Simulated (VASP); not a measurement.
VASP input:

### POSCAR
```
Ag3Al
1.0
  0.0123957437   4.0569380995   3.9491698802
  4.0569380995   0.0123957437   3.9491698802
  2.0346669216   2.0346669216   0.0000000000
Al Ag
1 3
direct
  0.0000000000   0.0000000000   0.0000000000
  0.0000000000   0.5000000000   0.0000000000
  0.5000000000   0.0000000000   0.0000000000
  0.5000000000   0.5000000000   0.0000000000
```

**KPOINTS**
```
Automatic mesh
0
Gamma
6 6 12
0 0 0
```

### INCAR
```
! general
SYSTEM  = Ag3Al
PREC    = Accurate
ENCUT   = 400   ! plane-wave cut-off (eV)
LREAL   = .FALSE.   ! projection in real space or not
LASPH   = .TRUE.   ! aspherical one-centre terms

! electronic loop
EDIFF   = 1E-6   ! SCF stop (eV)
NELM    = 100
ALGO    = Normal
LMAXMIX = 4

! smearing
ISMEAR  = 1   ! Methfessel-Paxton
SIGMA   = 0.1   ! width (eV)

! functional
GGA     = PS

! ions
IBRION  = 2
NSW     = 60   ! most ionic steps
ISIF    = 3
EDIFFG  = -0.02   ! ionic stop

! output
LWAVE   = .FALSE.
LCHARG  = .FALSE.
```

POTCAR, in this order: Al Ag (PBE.64 set). Program: vasp_std.

### Question
Write an equivalent input for Ansatz.

### Answer
One equivalent input (not run):
Ansatz 0.2 input:
```yaml
crystal:
  lattice:
    - [0.0123957, 4.0569381, 3.9491699]
    - [4.0569381, 0.0123957, 3.9491699]
    - [2.0346669, 2.0346669, 0.0000000]
  atoms:
    - { symbol: Al, position: [0.0000000, 0.0000000, 0.0000000] }
    - { symbol: Ag, position: [0.0000000, 0.5000000, 0.0000000] }
    - { symbol: Ag, position: [0.5000000, 0.0000000, 0.0000000] }
    - { symbol: Ag, position: [0.5000000, 0.5000000, 0.0000000] }
kpoints:
  mp_grid: { grid: [6, 6, 12] }
hamiltonian:
  xc: pbesol
  pseudopotentials: { kind: paw }
scf:
  occupations: { method: methfessel_paxton, width: 0.1 }
  max_iter: 100
relax:
  max_steps: 60
  f_tol: 0.02
  cell: {}
output: { forces: true, stress: true, eigenvalues: true }
```
The two are equivalent in intent, not identical: each code has its own PAW files, so the cut-off isn't converted (ENCUT is set for VASP's; basis.ecutwfc is left out, and Ansatz then takes the one that its files recommend); Ansatz stops its SCF on the density residual and VASP on the energy change (EDIFF).

The structure was generated: Ag3Al was put into an ordered model structure (Cmmm), which need not be its known phase. This run relaxes it. Symmetry was kept, so distortions that lower it aren't found. The start is the result of an earlier pass.
